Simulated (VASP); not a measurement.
Output of a VASP run:

OUTCAR:
```
 ion  position               nearest neighbor table
   1  0.000  0.000  0.000-   3 2.75   4 2.75   5 2.75   3 2.75   4 2.75   4 2.75   5 2.75   4 2.75
                             3 2.75   5 2.75   3 2.75   5 2.75   2 3.37   2 3.37   2 3.37   2 3.37
   2  0.500  0.500  0.500-   3 1.94   4 1.94   5 1.94   5 1.94   3 1.94   4 1.94   1 3.37   1 3.37
                             1 3.37   1 3.37   1 3.37   1 3.37   1 3.37   1 3.37
   3  0.500  0.000  0.500-   2 1.94   2 1.94   1 2.75   1 2.75   1 2.75   1 2.75
   4  0.000  0.500  0.500-   2 1.94   2 1.94   1 2.75   1 2.75   1 2.75   1 2.75
   5  0.500  0.500  0.000-   2 1.94   2 1.94   1 2.75   1 2.75   1 2.75   1 2.75
  LATTYP: Found a simple cubic cell.
 ALAT       =     3.8873525356
 Subroutine PRICEL returns:
 Original cell was already a primitive cell.
 Subroutine GETGRP returns: Found 48 space group operations
The static configuration has the point symmetry O_h .
The dynamic configuration has the point symmetry O_h .
 Subroutine INISYM returns: Found 48 space group operations
 Subroutine IBZKPT returns following result:
 Found     20 irreducible k-points:

 Following reciprocal coordinates:
            Coordinates               Weight
  0.000000  0.000000  0.000000      1.000000
  0.166667  0.000000  0.000000      6.000000
  0.333333  0.000000  0.000000      6.000000
  0.500000  0.000000  0.000000      3.000000
  0.166667  0.166667  0.000000     12.000000
  0.333333  0.166667  0.000000     24.000000
  0.500000  0.166667  0.000000     12.000000
  0.333333  0.333333  0.000000     12.000000
  0.500000  0.333333  0.000000     12.000000
  0.500000  0.500000  0.000000      3.000000
  0.166667  0.166667  0.166667      8.000000
  0.333333  0.166667  0.166667     24.000000
  0.500000  0.166667  0.166667     12.000000
  0.333333  0.333333  0.166667     24.000000
  0.500000  0.333333  0.166667     24.000000
  0.500000  0.500000  0.166667      6.000000
  0.333333  0.333333  0.333333      8.000000
  0.500000  0.333333  0.333333     12.000000
  0.500000  0.500000  0.333333      6.000000
  0.500000  0.500000  0.500000      1.000000
   k-points           NKPTS =     20   k-points in BZ     NKDIM =     20   number of bands    NBANDS=     25
   number of dos      NEDOS =    301   number of ions     NIONS =      5
   total plane-waves  NPLWV =  32768
   dimension x,y,z NGX =    32 NGY =   32 NGZ =   32
   dimension x,y,z NGXF=    64 NGYF=   64 NGZF=   64
   ions per type =               1   1   3
   PREC   = accura    normal or accurate (medium, high low for compatibility)
   ISTART =      0    job   : 0-new  1-cont  2-samecut
   ICHARG =      2    charge: 1-file 2-atom 10-const
   ISPIN  =      1    spin polarized calculation?
   LNONCOLLINEAR =      F non collinear calculations
   LSORBIT =      F    spin-orbit coupling
   INIWAV =      1    electr: 0-lowe 1-rand  2-diag
   ENCUT  =  620.0 eV  45.57 Ry    6.75 a.u.   7.89  7.89  7.89*2*pi/ulx,y,z
   NELM   =    100;   NELMIN=  2; NELMDL= -5     # of ELM steps
   EDIFF  = 0.1E-05   stopping-criterion for ELM
   LREAL  =      F    real-space projection
   NLSPLINE    = F    spline interpolate recip. space projectors
   LMAXMIX     =    4 max onsite mixed and CHGCAR
   VOSKOWN=      0    Vosko Wilk Nusair interpolation
   EDIFFG = -.2E-01   stopping-criterion for IOM
   NSW    =     40    number of steps for IOM
   NBLOCK =      1;   KBLOCK =     40    inner block; outer block
   IBRION =      2    ionic relax: 0-MD 1-quasi-New 2-CG
   NFREE  =      1    steps in history (QN), initial steepest desc. (CG)
   ISIF   =      3    stress and relaxation
   ISYM   =      2    0-nonsym 1-usesym 2-fastsym
   TEIN   =    0.0    initial temperature
   TEBEG  =    0.0;   TEEND  =   0.0 temperature during run
   SMASS  =  -3.00    Nose mass-parameter (am)
   PSTRESS=  300.0 pullay stress
   NELECT =      42.0000    total number of electrons
   EFERMI =   0.00;   METHOD = LEGACY
   ISMEAR =     0;   SIGMA  =   0.05  broadening in eV -4-tet -1-fermi 0-gaus
   IALGO  =     38    algorithm
   LDIAG  =      T    sub-space diagonalisation (order eigenvalues)
   IMIX   =      4    mixing-type and parameters
     AMIX     =   0.40;   BMIX     =  1.00
     AMIX_MAG =   1.60;   BMIX_MAG =  1.00
...
```

### OSZICAR
```
...
DAV:   7    -0.197117551245E+02   -0.57245E-01   -0.13682E+00  1052   0.858E+00    0.575E+00
DAV:   8    -0.197281650181E+02   -0.16410E-01   -0.47533E-01  1369   0.160E+01    0.146E+00
DAV:   9    -0.197068167921E+02    0.21348E-01   -0.58380E-02  1576   0.623E+00    0.802E-01
DAV:  10    -0.196993505380E+02    0.74663E-02   -0.11718E-01  1490   0.931E+00    0.358E-01
DAV:  11    -0.196987547569E+02    0.59578E-03   -0.19868E-02  1448   0.186E+00    0.141E-01
DAV:  12    -0.196988477357E+02   -0.92979E-04   -0.89730E-04  1087   0.236E-01    0.135E-01
DAV:  13    -0.196988090347E+02    0.38701E-04   -0.86221E-04  1223   0.222E-01    0.112E-01
DAV:  14    -0.196988306405E+02   -0.21606E-04   -0.48084E-04  1389   0.480E-01    0.108E-01
DAV:  15    -0.196989209770E+02   -0.90337E-04   -0.31785E-04  1532   0.419E-01    0.132E-01
DAV:  16    -0.196987219927E+02    0.19898E-03   -0.30120E-04  1356   0.173E-01    0.742E-02
DAV:  17    -0.196986935508E+02    0.28442E-04   -0.20389E-05  1426   0.736E-02    0.608E-02
DAV:  18    -0.196986569485E+02    0.36602E-04   -0.45191E-05  1384   0.120E-01    0.381E-02
DAV:  19    -0.196986365790E+02    0.20369E-04   -0.67062E-05  1371   0.934E-02    0.104E-02
DAV:  20    -0.196986365691E+02    0.98635E-08   -0.33031E-06   923   0.119E-02
   1 F= -.86991489E+01 E0= -.86991489E+01  d E =-.869915E+01
       N       E                     dE             d eps       ncg     rms          rms(c)
DAV:   1    -0.234090151605E+02   -0.37104E+01   -0.93273E+01  1149   0.132E+02    0.177E+01
DAV:   2    -0.190615164152E+02    0.43475E+01   -0.17149E+01  1283   0.453E+01    0.566E+00
DAV:   3    -0.186741830882E+02    0.38733E+00   -0.69598E-01  1429   0.133E+01    0.264E+00
DAV:   4    -0.186017200353E+02    0.72463E-01   -0.21317E-01  1778   0.548E+00    0.139E+00
DAV:   5    -0.185994067865E+02    0.23132E-02   -0.29260E-02  1516   0.233E+00    0.272E-01
DAV:   6    -0.185985155974E+02    0.89119E-03   -0.23725E-03  1738   0.167E+00    0.136E-01
DAV:   7    -0.185985578184E+02   -0.42221E-04   -0.23703E-03  1614   0.123E+00    0.672E-02
DAV:   8    -0.185985343387E+02    0.23480E-04   -0.79873E-04  1503   0.587E-01    0.152E-02
DAV:   9    -0.185985374791E+02   -0.31404E-05   -0.39927E-05  1504   0.143E-01    0.451E-03
DAV:  10    -0.185985381112E+02   -0.63216E-06   -0.11578E-05  1031   0.288E-02    0.413E-03
DAV:  11    -0.185985377666E+02    0.34468E-06   -0.48661E-07   561   0.944E-03
   2 F= -.87269948E+01 E0= -.87269948E+01  d E =-.278458E-01
       N       E                     dE             d eps       ncg     rms          rms(c)
DAV:   1    -0.201374499753E+02   -0.15389E+01   -0.19257E+01  1138   0.593E+01    0.767E+00
DAV:   2    -0.192879714708E+02    0.84948E+00   -0.31720E+00  1196   0.206E+01    0.259E+00
DAV:   3    -0.191985329832E+02    0.89438E-01   -0.16135E-01  1243   0.110E+01    0.154E+00
DAV:   4    -0.191839503741E+02    0.14583E-01   -0.53313E-02  1635   0.278E+00    0.851E-01
DAV:   5    -0.191830355453E+02    0.91483E-03   -0.57325E-03  1538   0.729E-01    0.160E-01
DAV:   6    -0.191829182174E+02    0.11733E-03   -0.80112E-04  1691   0.112E+00    0.393E-02
DAV:   7    -0.191829155008E+02    0.27166E-05   -0.12173E-04  1290   0.108E-01    0.222E-02
DAV:   8    -0.191829113506E+02    0.41502E-05   -0.22752E-05  1428   0.140E-01    0.743E-03
DAV:   9    -0.191829100086E+02    0.13420E-05   -0.28191E-06   936   0.683E-02    0.196E-03
DAV:  10    -0.191829102013E+02   -0.19268E-06   -0.14204E-06   625   0.175E-02
   3 F= -.88117700E+01 E0= -.88117700E+01  d E =-.112621E+00
```

**OUTCAR**
```
------------------------ aborting loop because EDIFF is reached ----------------------------------------
  FORCE on cell =-STRESS in cart. coord.  units (eV):
  Direction    XX          YY          ZZ          XY          YZ          ZX
  --------------------------------------------------------------------------------------
  Total       10.3625547     10.3625547     10.3625547      0.0000000     -0.0000000     -0.0000000
  in kB      299.7516508    299.7516508    299.7516508      0.0000000     -0.0000000     -0.0000000
  external PRESSURE =      -0.2483492 kB  Pullay stress =     300.0000000 kB
  volume of cell :       55.39
      direct lattice vectors                 reciprocal lattice vectors
     3.811874655 -0.000000000  0.000000000     0.262338112  0.000000000  0.000000000
    -0.000000000  3.811874655  0.000000000     0.000000000  0.262338112  0.000000000
    -0.000000000 -0.000000000  3.811874655    -0.000000000 -0.000000000  0.262338112
 POSITION                                       TOTAL-FORCE (eV/Angst)
 -----------------------------------------------------------------------------------
      0.00000      0.00000      0.00000        -0.000000      0.000000      0.000000
      1.90594      1.90594      1.90594         0.000000     -0.000000      0.000000
      1.90594     -0.00000      1.90594        -0.000000     -0.000000      0.000000
     -0.00000      1.90594      1.90594         0.000000     -0.000000      0.000000
      1.90594      1.90594      0.00000        -0.000000      0.000000      0.000000
 -----------------------------------------------------------------------------------
    total drift:                                0.000000     -0.000000     -0.000000
  FREE ENERGIE OF THE ION-ELECTRON SYSTEM (eV)
  ---------------------------------------------------
  free  energy   TOTEN  =       -19.1829102013 eV

  energy  without entropy=      -19.1829102013  energy(sigma->0) =      -19.18291020
  enthalpy is  TOTEN    =        -8.8117699714 eV   P V=       10.3711402299

 reached required accuracy - stopping structural energy minimisation
```
(Selected blocks of OUTCAR.)

### POSCAR
```
KZnF3
1
    3.8873525356    -0.0000000000    -0.0000000000
   -0.0000000000     3.8873525356    -0.0000000000
    0.0000000000     0.0000000000     3.8873525356
K Zn F
1 1 3
Direct
  0.0000000000   0.0000000000   0.0000000000
  0.5000000000   0.5000000000   0.5000000000
  0.5000000000   0.0000000000   0.5000000000
  0.0000000000   0.5000000000   0.5000000000
  0.5000000000   0.5000000000   0.0000000000
```

Q: Reconstruct the remaining input files.

A: One answer among several that fit: the input of the run itself, PBE GGA, plane waves, VASP's PBE PAW potentials (set 64).

### KPOINTS
```
Regular mesh
0
gamma
6 6 6
0 0 0
```

INCAR:
```
! general
SYSTEM =KZnF3
PREC   =Accurate
ENCUT  =620
LREAL  =.FALSE.   ! projection in real space or not
LASPH  =.TRUE.

! electronic loop
EDIFF  =1E-6   ! SCF stop (eV)
NELM   =100   ! most electronic steps
ALGO   =Normal
LMAXMIX=4

! smearing
ISMEAR =0
SIGMA  =0.05   ! width (eV)

! functional
GGA    =PE   ! PBE

! ions
IBRION =2   ! conjugate gradients
NSW    =40   ! most ionic steps
ISIF   =3   ! ions, shape and volume
EDIFFG =-0.02   ! ionic stop
PSTRESS=300   ! kbar

! output
LWAVE  =.FALSE.
LCHARG =.FALSE.
```

POTCAR, in this order: K_sv Zn F (PBE.64 set). Program: vasp_std.

Energy and stress use the plane-wave basis of the starting cell.

The compound is KZnF3 in the cubic perovskite structure. This run relaxes it under an external pressure of 30 GPa. Symmetry was kept, so distortions that lower it aren't found.
